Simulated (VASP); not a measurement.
These are r2SCAN meta-GGA, VASP's PBE PAW potentials (set 64) (plane waves; VASP) values and carry that method's errors.

Input for VASP

POSCAR:
```
MnF2
1
    4.8475729955    -0.0000000000     0.0000000000
    0.0000000000     4.8475729955     0.0000000000
    0.0000000000     0.0000000000     3.2880591720
Mn F
2 4
Direct
  0.0000000000   1.0000000000   1.0000000000
  0.5000000000   0.5000000000   0.5000000000
  0.3042902355   0.3042902355   0.0000000000
  0.8042902355   0.1957097645   0.5000000000
  0.1957097645   0.8042902355   0.5000000000
  0.6957097645   0.6957097645   1.0000000000
```

KPOINTS:
```
Automatic mesh
0
Gamma
4 4 6
0 0 0
```

### INCAR
```
SYSTEM = MnF2
PREC = Accurate
ENCUT = 520
EDIFF = 1E-6
NELM = 100
ALGO = Normal
LREAL = .FALSE.
LASPH = .TRUE.
ISMEAR = 0
SIGMA = 0.05
METAGGA = R2SCAN
LMIXTAU = .TRUE.
LMAXMIX = 4
ISPIN = 2
MAGMOM = 5.0 -5.0 0.0 0.0 0.0 0.0
LORBIT = 10
LWAVE = .FALSE.
LCHARG = .FALSE.
IBRION = 2
ISIF = 3
NSW = 60
EDIFFG = -0.02
```

POTCAR, in this order: Mn_pv F (PBE.64 set). Program: vasp_std.

Problem. Predict the energy per atom (σ→0), cell moment, volume per atom, band gap (on the k-mesh).

Solution. 
| Property | Value |
|---|---|
| energy per atom (σ→0) | -9.905 eV/atom |
| cell moment | 0.00 μB |
| band gap (on the k-mesh) | 3.01 eV |
| volume per atom | 13.00 Å³/atom |

### OSZICAR
```
...
DAV:   2    -0.594324417995E+02    0.54643E-02   -0.17007E-02  3464   0.998E-01    0.387E-01
DAV:   3    -0.594324940893E+02   -0.52290E-04   -0.18254E-03  3616   0.385E-01    0.152E-01
DAV:   4    -0.594324296784E+02    0.64411E-04   -0.12122E-04  3576   0.989E-02    0.102E-01
DAV:   5    -0.594323389692E+02    0.90709E-04   -0.35082E-05  3552   0.488E-02    0.294E-02
DAV:   6    -0.594323510775E+02   -0.12108E-04   -0.77494E-06  3168   0.277E-02    0.376E-03
DAV:   7    -0.594323500031E+02    0.10745E-05   -0.78599E-07  1976   0.847E-03    0.187E-03
DAV:   8    -0.594323496416E+02    0.36146E-06   -0.12967E-07  1688   0.318E-03
   3 F= -.59432350E+02 E0= -.59432350E+02  d E =-.246134E-02  mag=     0.0000
```

The compound is MnF2 in the rutile structure. This run relaxes it. Symmetry was kept, so distortions that lower it aren't found. The start is the result of an earlier pass.
